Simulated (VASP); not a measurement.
Given:

```
FeGe
1.0
    4.42513     0.00000     0.00000
    0.00000     4.42513     0.00000
    0.00000     0.00000     4.42513
Fe Ge
4 4
Direct
  0.86151   0.63849   0.36151
  0.36151   0.86151   0.63849
  0.13849   0.13849   0.13849
  0.63849   0.36151   0.86151
  0.15981   0.34019   0.65981
  0.65981   0.15981   0.34019
  0.84019   0.84019   0.84019
  0.34019   0.65981   0.15981
```

Level of theory: LDA (Ceperley-Alder, Perdew-Zunger), VASP's LDA PAW potentials (set 64) (plane waves; VASP 6.6.1). Numerical set-up: 500 eV cut-off, 5×5×5 Γ-centred mesh, Gaussian smearing of 0.050 eV, potentials Fe Ge_d.

### Question
What does the run give for the energy per atom (σ→0), pressure?

### Answer

energy per atom (σ→0): -7.430 eV/atom
pressure: 19.88 GPa

The compound is FeGe in the B20 structure. It was relaxed first under an external pressure of 20 GPa. The run is not spin-polarised, so no magnetic state was tried.
